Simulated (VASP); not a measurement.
Input for VASP

INCAR:
```
ALGO = Normal
EDIFF = 1E-6
ENCUT = 300
GGA = PE
ISIF = 2
ISMEAR = 0
LASPH = .TRUE.
LCHARG = .FALSE.
LREAL = .FALSE.
LWAVE = .FALSE.
NELM = 100
PREC = Accurate
SIGMA = 0.01
SYSTEM = MgS
```

File POSCAR:
```
MgS
1.0
  0.0000000000   2.6044000000   2.6044000000
  2.6044000000   0.0000000000   2.6044000000
  2.6044000000   2.6044000000   0.0000000000
Mg S
1 1
Cartesian
  0.0000000000   0.0000000000   0.0000000000
  2.6044000000   2.6044000000   2.6044000000
```

File KPOINTS:
```
Regular mesh
0
G
 9 9 9
0.5 0.5 0.5
```

POTCAR, in this order: Mg S (PBE.64 set). Program: vasp_std.

Write an equivalent input for Quantum ESPRESSO's pw.x.

One equivalent input (not run):
```
&CONTROL
  calculation = 'scf'
  pseudo_dir = './pseudo'
  outdir = './out'
  tprnfor = .true.
  tstress = .true.
/
&SYSTEM
  ibrav = 0
  nat = 2
  ntyp = 2
  ecutwfc = 84
  occupations = 'smearing'
  smearing = 'gaussian'
  degauss = 0.000735
  input_dft = 'pbe'
/
&ELECTRONS
  conv_thr = 7.3e-08
  electron_maxstep = 100
/
ATOMIC_SPECIES
  Mg 24.305 Mg.upf
  S 32.060 S.upf
CELL_PARAMETERS angstrom
     0.0000000    2.6044000    2.6044000
     2.6044000    0.0000000    2.6044000
     2.6044000    2.6044000    0.0000000
ATOMIC_POSITIONS crystal
  Mg   0.0000000  0.0000000  0.0000000
  S    0.5000000  0.5000000  0.5000000
K_POINTS automatic
  9 9 9 1 1 1
```
Limits of the translation: the potentials are each code's own (VASP's PAW set, PseudoDojo norm-conserving files in pw.x), so ENCUT and ecutwfc are chosen apart and not converted; conv_thr bounds pw.x's estimated SCF error, while EDIFF bounds the energy change between steps.

The structure comes from a computed database's MgS entry; how it stands against other phases isn't given here. The cell was not relaxed at this level. The run is one of a series of settings (KPOINTS 9×9×9 Γ-centred mesh shifted by (0.5, 0.5, 0.5) against the base run), some of them coarse on purpose.
